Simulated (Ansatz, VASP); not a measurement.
# Cross-check of ErAs between VASP and Ansatz, part 2 of 2

Wanted: the spread between two codes on one cell, functional and k mesh. The cell is taken from a series of VASP runs on this material, whose earlier steps may have relaxed, scaled or displaced it; both programs get it as it stands. Other levels of theory on this material are compared in a session of their own.

VASP 6.6.1 and Ansatz 0.2.0.

So far. Step 2 (VASP: band structure, PBEsol, DFT+U): At this level the cell is under a tension of 2.3 GPa, so at these settings it is away from equilibrium.

In doubt: a part-filled 4f shell, where there is one, can sit in one of many states, so energies may not be the lowest and differences between runs may mislead; derivatives with an open 4f shell can jump between states, which bears on forces and vibrations.

## (3) Ansatz: band structure, PBEsol, DFT+U

Level of this step: Ansatz beside VASP: Kohn-Sham DFT, plane waves, PBEsol, DFT+U (Ansatz).

Ansatz runs on its default PAW (the set named soft_2) files.

The same cell, functional, mesh and smearing now go to Ansatz, which takes its cutoff from its data sets.

input.yaml reads:

```yaml
crystal:
  lattice:
    - [0.0, 5.7437327716, 5.8162399485]
    - [2.8718663859, 2.8718663859, 5.8162399485]
    - [2.8718663859, 2.8718663859, 0.0]
  atoms:
    - { symbol: Er, position: [0.0, 0.0, 0.0], spin: 2.898 }
    - { symbol: Er, position: [0.5, 0.0, 0.0], spin: -2.898 }
    - { symbol: As, position: [0.0, 0.5, 0.5], spin: 0.002 }
    - { symbol: As, position: [0.5, 0.5, 0.5], spin: -0.002 }
hamiltonian:
  xc: pbesol
  pseudopotentials: { kind: paw }
  hubbard: { sites: [{ species: Er, l: f, u_eff: 5.0 }] }
magnetization:
  spin_polarized: true
kpoints:
  mp_grid: { grid: [6, 6, 6] }
  band_path:
    path:
      - [0.0, 0.0, 0.0]
      - [-0.13333, 0.0, 0.0]
      - [-0.3, 0.0, 0.0]
      - [-0.46667, 0.0, 0.0]
      - [-0.4, 0.1, 0.1]
      - [-0.23333, 0.26667, 0.26667]
      - [-0.06667, 0.43333, 0.43333]
      - [0.0, 0.43333, 0.43333]
      - [0.0, 0.26667, 0.26667]
      - [0.0, 0.1, 0.1]
      - [-0.03333, -0.03333, 0.0]
      - [-0.2, -0.2, 0.0]
      - [-0.36667, -0.36667, 0.0]
      - [-0.5, -0.5, 0.0]
      - [-0.66667, -0.5, 0.0]
      - [-0.8, -0.5, 0.0]
      - [-0.96667, -0.5, 0.0]
      - [-0.9, -0.4, 0.1]
      - [-0.73333, -0.23333, 0.26667]
      - [-0.56667, -0.06667, 0.43333]
      - [-0.5, -0.06667, 0.43333]
      - [-0.5, -0.23333, 0.26667]
      - [-0.5, -0.4, 0.1]
      - [-0.53333, -0.03333, 0.0]
      - [-0.7, -0.2, 0.0]
      - [-0.86667, -0.36667, 0.0]
      - [0.0, 0.5, 0.5]
      - [-0.16667, 0.33333, 0.5]
      - [-0.33333, 0.16667, 0.5]
      - [-0.5, 0.0, 0.5]
    npoints: 1
scf:
  occupations: { method: gaussian, width: 0.05 }
  n_extra_bands: 12
output:
  forces: true
  stress: true
  eigenvalues: true
```

The run is started by

```sh
$ ansatz run input.yaml --threads 2 --pin off --max-ram 4608MiB --backend cpu --events-out ev --progress --plain --runs-dir out
```

Numbers of over 12 decimals in the logs are rounded to 6 here.

Output:

```text
basis.fft_grid_basis auto: the FFT boxes are laid along the combinations [[1, -1, 0], [0, 1, -1], [0, 0, 1]] of the cell's own vectors, 4.061, 5.816 and 4.061 Å long. The dense box has 30×40×30 points. Along the cell's own vectors, as sized, it would have 60×48×30, 2.40 times as many. basis.fft_grid_basis: typed keeps the cell's own vectors: state it where this run's energies or levels are differenced outside the engine with another run's, or held beside a run that keeps those vectors.
Er: projections on atomic orbitals take those of the free atom [Kr 4d10] 4f12 5s2 5p6 5d0 6s2, of charge +0.00 (hamiltonian.pseudopotentials.projection_atoms); the dataset's partial waves leave at most 1.3e-4 of an orbital's norm unspanned inside its sphere
As: projections on atomic orbitals take those of the free atom [Ar] 3d10 4s2 4p3, of charge +0.00 (hamiltonian.pseudopotentials.projection_atoms); the dataset's partial waves leave at most 1.7e-6 of an orbital's norm unspanned inside its sphere
scf.n_extra_bands = 12 over 37 filled bands (N_el = 74.0): the run solves 49 bands
Engine: ansatz 0.2.0, aarch64-unknown-linux-gnu
Pseudopotentials: kind: paw
Pseudopotential: Er, paw, valence charge 22, recommended cutoff 420 eV (normal), Er.paw.azcp
Pseudopotential: As, paw, valence charge 15, recommended cutoff 420 eV (normal), As.paw.azcp
Functional definition: PBEsol
  exchange = pbesol_x
  correlation = pbesol_c
Crystal: 4 atoms, lattice volume = 95.940 Å³
Basis set: ecut = 420 eV, 1875 PW (Γ), FFT grids on a1−a2, a2−a3, a3, exchange–correlation on 60×80×60 points (8 copies of the dense FFT grid, shifted against one another)
Bands: 49, of which v1, the nominal top of the filled ones, is band 37 counted from 1 (36 counted from 0)
Symmetry: 16 space group operations
Space group: P4/mmm (ITA 123), of the structure as read, at distance tolerance 4.6e-5 Å
Magnetic group: BNS 123.350 (UNI 1010), of the structure as read, at distance tolerance 4.6e-5 Å
k-points: 40 of 216
Non-local potential: Er, projectors of the file, l = 0: 3, l = 1: 2, l = 2: 2, l = 3: 3
Non-local potential: As, projectors of the file, l = 0: 2, l = 1: 2, l = 2: 3, l = 3: 1
PAW form: soft (Blöchl's): semilocal exchange-correlation on the pseudo side does not see the compensation charge
PAW frozen core: Er, regenerated for the run's functional, and the local potential with it (the file was generated under x = pbe(κ = 0.804, μ = 0.219515), c = pbe(β = 0.066725))
PAW frozen core: As, regenerated for the run's functional, and the local potential with it (the file was generated under x = pbe(κ = 0.804, μ = 0.219515), c = pbe(β = 0.066725))
PAW one-centre angular grid: Er, 590 points (default); XC on 64 Gauss nodes
PAW one-centre angular grid: As, 590 points (default); XC on 64 Gauss nodes
Initial density: superposition of atomic densities (chi_scale 0.1, normalization cell, long waves kept (reshape's long-wave potential 0.00 eV rms))
Starting moments: Σ|m| = 0.004 μB on 2 of 4 sites
Starting magnetic order: antiferromagnet; a translation exchanges its spin sublattices: spin-degenerate at every k-point
Initial wavefunctions: pseudopotential atomic-orbital guess
Functional: x = pbesol(κ = 0.804, μ = 0.123457), c = pbesol(β = 0.046)
SCF iter   1: F=—  HF=-33576.541763 eV  |F-HF|=—  |Δ(HF+E_count)|=         —  Δρ=3.28e-2 (↑3.28e-2 ↓3.28e-2)  dr2=1.62e0  dr2_m=5.10e-1  M=0.000 μB ∫|m|=5.678 μB  β_m=0.30  ethr=3.10e-3  ⟨swp⟩=5.2  Hψ=13220  notcnv=0  defer=32
preconditioner: auto → Kerker (q_TF=auto, 2.613 Å⁻¹)  [metal: Δε(μ)=0.035 eV  Ē_g=18.907 eV  σ=0.050 eV  W_gap=0.36  n_scr=28 (ndim 8)  ℏωp=31.7 eV  f_vac=0.000  D(μ)=1.85/eV (n_scr^D=6)]
spin=Collinear: Kerker preconditioning applied to the charge; magnetization (m = ρ↑ − ρ↓) channel mixes plain (no charge-response kernel on spin).
SCF iter   2: F=—  HF=-33576.563027 eV  |F-HF|=—  |Δ(HF+E_count)|=   2.13e-2  Δρ=2.51e-2 (↑2.51e-2 ↓2.50e-2)  dr2=8.12e-1  dr2_m=3.12e-1  M=-0.001 μB ∫|m|=5.714 μB  β_m=0.65  ethr=2.19e-3  ⟨swp⟩=2.5  Hψ=6313  notcnv=0
SCF iter   3: F=—  HF=-33577.112124 eV  |F-HF|=—  |Δ(HF+E_count)|=   5.49e-1  Δρ=1.82e-2 (↑1.79e-2 ↓1.82e-2)  dr2=7.04e-1  dr2_m=9.05e-2  M=-0.000 μB ∫|m|=6.074 μB  β_m=0.63  ethr=1.10e-3  ⟨swp⟩=3.0  Hψ=8079  notcnv=0
SCF iter   4: F=—  HF=-33577.163850 eV  |F-HF|=—  |Δ(HF+E_count)|=   5.17e-2  Δρ=6.13e-3 (↑6.00e-3 ↓6.13e-3)  dr2=1.32e-1  dr2_m=1.24e-2  M=-0.000 μB ∫|m|=6.089 μB  β_m=0.81  ethr=9.51e-4  ⟨swp⟩=2.4  Hψ=7508  notcnv=0
SCF iter   5: F=—  HF=-33577.123186 eV  |F-HF|=—  |Δ(HF+E_count)|=   4.07e-2  Δρ=2.52e-3 (↑2.52e-3 ↓2.49e-3)  dr2=1.94e-2  dr2_m=2.06e-3  M=-0.000 μB ∫|m|=6.102 μB  β_m=0.69  ethr=1.78e-4  ⟨swp⟩=3.0  Hψ=9048  notcnv=0
SCF iter   6: F=—  HF=-33577.139112 eV  |F-HF|=—  |Δ(HF+E_count)|=   1.59e-2  Δρ=1.17e-3 (↑1.17e-3 ↓1.16e-3)  dr2=2.43e-3  dr2_m=2.61e-4  M=-0.000 μB ∫|m|=6.069 μB  β_m=0.84  ethr=2.62e-5  ⟨swp⟩=2.5  Hψ=7907  notcnv=0
SCF iter   7: F=—  HF=-33577.151941 eV  |F-HF|=—  |Δ(HF+E_count)|=   1.28e-2  Δρ=5.55e-4 (↑5.10e-4 ↓5.55e-4)  dr2=3.57e-4  dr2_m=1.25e-4  M=-0.000 μB ∫|m|=6.032 μB  β_m=0.92  ethr=3.28e-6  ⟨swp⟩=2.1  Hψ=7792  notcnv=0
SCF iter   8: F=—  HF=-33577.152596 eV  |F-HF|=—  |Δ(HF+E_count)|=   6.56e-4  Δρ=1.52e-4 (↑1.27e-4 ↓1.52e-4)  dr2=5.82e-5  dr2_m=1.04e-6  M=0.000 μB ∫|m|=6.025 μB  β_m=0.93  ethr=4.82e-7  ⟨swp⟩=2.4  Hψ=7333  notcnv=0
Symmetry: 4 space group operations
k-points: 80 of 216
Initial density: handed on by an earlier stage of this run
Starting moments: Σ|m| = 0.004 μB on 2 of 4 sites; this step starts from the density that it was given
SCF iter   1: F=—  HF=-33577.169535 eV  |F-HF|=—  |Δ(HF+E_count)|=         —  Δρ=1.31e-2 (↑1.31e-2 ↓1.31e-2)  dr2=3.55e-2  dr2_m=7.56e-2  M=0.000 μB ∫|m|=6.001 μB  ethr=1.35e-6  ⟨swp⟩=7.5  Hψ=45218  notcnv=0  defer=344
iteration 1: the SCF starts in the orbital order of the open f shells that the search before it chose, by its bands or by converging an SCF in each of two, with that order's moments; the next order that was found lies 0.2 meV higher
preconditioner: auto → Resta (q_TF=auto, 2.613 Å⁻¹)  ε∞=5.0  [insulator: Δε(μ)=0.055 eV  Ē_g=13.435 eV  σ=0.050 eV  W_gap=0.56  n_scr=28 (ndim 8)  ℏωp=26.8 eV  f_vac=0.000  D(μ)=0.88/eV (n_scr^D=2)  ε∞_Penn≈5.0]
spin=Collinear: Resta preconditioning applied to the charge; magnetization (m = ρ↑ − ρ↓) channel mixes plain (no charge-response kernel on spin).
SCF iter   2: F=—  HF=-33577.184423 eV  |F-HF|=—  |Δ(HF+E_count)|=   1.49e-2  Δρ=1.74e-3 (↑1.74e-3 ↓1.52e-3)  dr2=1.15e-2  dr2_m=3.90e-5  M=-0.000 μB ∫|m|=6.015 μB  β_m=0.30  ethr=1.35e-6  ⟨swp⟩=3.7  Hψ=23126  notcnv=0
SCF iter   3: F=—  HF=-33577.179065 eV  |F-HF|=—  |Δ(HF+E_count)|=   5.36e-3  Δρ=5.01e-4 (↑5.01e-4 ↓4.74e-4)  dr2=1.42e-3  dr2_m=1.62e-5  M=-0.000 μB ∫|m|=6.010 μB  β_m=0.33  ethr=1.35e-6  ⟨swp⟩=3.0  Hψ=17500  notcnv=0  defer=35
SCF iter   4: F=—  HF=-33577.178750 eV  |F-HF|=—  |Δ(HF+E_count)|=   3.15e-4  Δρ=2.74e-4 (↑2.74e-4 ↓2.64e-4)  dr2=4.19e-4  dr2_m=8.76e-6  M=-0.000 μB ∫|m|=6.010 μB  β_m=0.54  ethr=1.35e-6  ⟨swp⟩=2.0  Hψ=8443  notcnv=0  defer=177
SCF iter   5: F=—  HF=-33577.178621 eV  |F-HF|=—  |Δ(HF+E_count)|=         —  Δρ=7.93e-5 (↑7.93e-5 ↓6.51e-5)  dr2=9.58e-6  dr2_m=1.47e-6  M=-0.000 μB ∫|m|=6.011 μB  β_m=0.54  ethr=5.66e-7  ⟨swp⟩=2.0  Hψ=13708  notcnv=0  defer=427
Mixer restart at iter 5: flushing history
SCF iter   6: F=—  HF=-33577.178630 eV  |F-HF|=—  |Δ(HF+E_count)|=   8.95e-6  Δρ=6.03e-5 (↑6.03e-5 ↓5.16e-5)  dr2=5.09e-6  dr2_m=1.09e-6  M=-0.000 μB ∫|m|=6.010 μB  β_m=0.65  ethr=1.29e-8  ⟨swp⟩=2.0  Hψ=13393  notcnv=0  defer=431
SCF iter   7: F=—  HF=-33577.178635 eV  |F-HF|=—  |Δ(HF+E_count)|=   5.18e-6  Δρ=4.25e-5 (↑4.25e-5 ↓1.70e-5)  dr2=2.32e-6  dr2_m=3.29e-7  M=0.000 μB ∫|m|=6.009 μB  β_m=0.75  ethr=6.88e-9  ⟨swp⟩=2.0  Hψ=13781  notcnv=0  defer=439
SCF iter   8: F=—  HF=-33577.178633 eV  |F-HF|=—  |Δ(HF+E_count)|=   1.30e-6  Δρ=2.09e-5 (↑1.47e-5 ↓2.09e-5)  dr2=8.80e-7  dr2_m=3.05e-8  M=-0.000 μB ∫|m|=6.009 μB  β_m=0.65  ethr=3.14e-9  ⟨swp⟩=2.9  Hψ=14404  notcnv=0  defer=418
SCF iter   9: F=—  HF=-33577.178633 eV  |F-HF|=—  |Δ(HF+E_count)|=   6.88e-7  Δρ=7.51e-6 (↑4.78e-6 ↓7.51e-6)  dr2=8.67e-8  dr2_m=6.18e-9  M=0.000 μB ∫|m|=6.009 μB  β_m=0.70  ethr=1.19e-9  ⟨swp⟩=2.0  Hψ=13325  notcnv=0  defer=421
SCF iter  10: F=-33577.178633 eV  HF=-33577.178633 eV  |F-HF|=4.07e-8  |Δ(HF+E_count)|=   6.74e-8  Δρ=4.66e-6 (↑1.41e-6 ↓4.66e-6)  dr2=2.73e-8  dr2_m=4.26e-9  M=0.000 μB ∫|m|=6.009 μB  ethr=1.17e-10  ⟨swp⟩=7.0  Hψ=41636  notcnv=0
SCF 1 converged in 10 iterations: F = -33577.178633 eV  dr2 = 2.73e-8
  greatest PAW one-centre occupation: 0.999 electrons in one spin orbital (limit 2), on the As atom at site 3 (counted from 0), in its partial waves of l = 2
NSCF: frozen V_eff on 30 k-points
SCF converged after 18 iterations (8 of them in the search for the orbital order of the open f shells)
Magnetization: 0.0000 μB (37.0000 up, 37.0000 down)
Absolute magnetization: 6.0018 μB (∫|ρ↑−ρ↓|, with the PAW one-centre terms)
Spin contamination: 3.0005 ħ² per cell (⟨S²⟩ above its minimum at these occupations)
Per-site moments (μB) at R_I (Å): [(2.967617, 1.184645), (-2.967636, 1.184645), (0.00577454, 1.184645), (-0.0057631, 1.184645)]
Free energy (F): -33577.178633 eV
Harris-Foulkes:  -33577.178633 eV  (|F-HF|=4.07e-8)
Internal energy: -33577.177853 eV  (E = F + TS)
E sigma→0 (E₀):  -33577.178243 eV
Entropy (-TS):   -0.000780 eV (-0.195 meV/atom)
Fermi energy:    12.381434 eV
--- Per-component energies (eV) ---
  E_band       = -475.314004
  E_kinetic    = 984.097880
  E_local      = -11960.851010  (includes V_loc(G=0)·N_el)
  E_nonlocal   = -44.467923
  E_hartree    = 5493.959460
  E_xc         = -557.082472
  E_vxc        = -629.182806  (∫ρ·V_xc dr)
  E_hubbard    = 0.479517  (on-site DFT+U / exact-exchange correction)
  E_vhub       = -54.245971  (the Hubbard potential's part of the band-sum identity)
  E_paw        = -17586.623192  (= ΣΔE_a)
  E_vpaw       = 241.427102  (= ΣTr[D̂ρ^β])
  E_aug_tail   = 0.000018  (compensation charges beyond the density's cutoff)
  E_ewald      = -9910.560404
  E_core_change = 3.870274  (= ΣΔE_core)
  E_smearing   = -0.000780  (= −TS)
  E_closure    = -0.000000  (closes the sum)
  Σ components = -33577.178633   (vs F -33577.178633, Δ=0.00e0)
--- Forces (eV/Å), atoms counted from 1 ---
  atom   1  Er     0.00000000     0.00000000     0.00000000
  atom   2  Er     0.00000000     0.00000000     0.00000000
  atom   3  As    -0.00000000     0.00000000     0.00000000
  atom   4  As     0.00000000     0.00000000     0.00000000
  max |Σ_I F_I| component: 6.31e-30 eV/Å
--- Stress (GPa, compression-positive) ---
       -2.716816       0.105962      -0.000081
        0.105962      -2.716816      -0.000081
       -0.000064      -0.000064      -4.721171
  P = ⅓ Tr σ = -3.3849 GPa (-33.849 kbar)
--- Band table (eV; the first three rows and the last of 160) ---
  k-point 0 ↑: bands = [... 33 lower, 11.8801, 12.0460, 12.4107, 12.5986, 12.6981, 13.3205, 13.4657, 13.4674, ... 8 higher]
  k-point 1 ↑: bands = [... 33 lower, 10.9967, 11.3854, 11.8832, 11.8958, 12.7869, 12.8120, 12.8910, 13.3261, ... 8 higher]
  k-point 2 ↑: bands = [... 33 lower, 10.3119, 10.7487, 10.8521, 10.8627, 12.7259, 12.7849, 12.8080, 14.9466, ... 8 higher]
  k-point 79 ↓: bands = [... 33 lower, 10.4170, 10.4248, 10.6279, 10.6954, 12.7122, 12.7670, 12.8166, 15.4665, ... 8 higher]
Occupation matrices written to <dir>
```

Wall time 2.5 min (2 threads of Arm Neoverse N1, shared host); peak memory 0.87 GiB; 5 min of CPU time.

In the SCF lines HF is the Harris–Foulkes energy and dr2 the Hartree energy of the density residual, in eV; the loop may stop once dr2 is under the threshold and the program's other checks hold. Hψ counts applications of the Hamiltonian.

## (4) Differences

Known differences besides the potentials themselves: U acts on the PAW sphere in VASP and on atomic orbitals in Ansatz, so only states and trends compare; the data sets hold 74 valence electrons in Ansatz (default PAW (the set named soft_2) files) and 54 in VASP; the cutoff is 420 eV in Ansatz and 460 eV in VASP; Ansatz makes its cores anew for this functional, VASP keeps those of its PBE data sets; site moments are counted in spheres of each program's own size. Total energies have different zeros and are not compared.

Compared:

| quantity | Ansatz | VASP | difference |
| --- | --- | --- | --- |
| pressure (GPa) | -3.38 | -2.34 | -1.05 |
| moment on Er1 (μB) | 2.97 | 2.90 | +0.07 |
| moment on Er2 (μB) | -2.97 | -2.90 | -0.07 |

VASP's last cycles still show a density residual of 1e-02, so its state may not be settled.

## (5) Summary of results

| Property | Result |
| --- | --- |
| difference in moment on Er1 (band structure, PBEsol, DFT+U) | 0.070 μB |
| difference in pressure (band structure, PBEsol, DFT+U) | -1.0 GPa |

The difference in pressure is -1.0 GPa (band structure, PBEsol, DFT+U). 3 further runs of this series are not shown here. How closely two codes agree says nothing of how well the functional describes the real material.

[Lines on the potential files, build, host, timing and source positions are cut from VASP's logs without a mark.]

[Logs are printed without paths, hosts, clocks, repeated set-up lines and the standing remarks that a program may print on its own settings, such as how far it seeks lower states.]

[Hosts, paths, dates, database ids (printed as entryN), source tags and the programs' standing remarks are cut or masked in the printed files.]
